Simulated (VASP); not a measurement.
Energy against volume of CdSe (wurtzite). Calculation: PBE GGA with D3 dispersion (Becke-Johnson damping), VASP's PBE PAW potentials (set 64) (plane waves; VASP). Run with 520 eV cut-off, 6×6×3 Γ-centred mesh, Gaussian smearing of 0.050 eV, potentials Cd Se.

Shape and ions are relaxed at each volume.

```csv
V (Å³/atom),E (eV/atom)
27.004,-3.03288
27.866,-3.04678
28.728,-3.05113
29.590,-3.04742
```

Fit these four points and predict the energy of the run at 30.452 Å³/atom.

A cubic in V^(−2/3), the third-order Birch-Murnaghan form, passes through the four points with V0 = 28.74 Å³/atom and B0 = 50 GPa, and gives -3.0369 eV/atom there. The run gave -3.0369 eV/atom, +0.0 meV/atom from the fit; all five points give B0 = 50 GPa.

The compound is CdSe in the wurtzite structure. It was relaxed first.
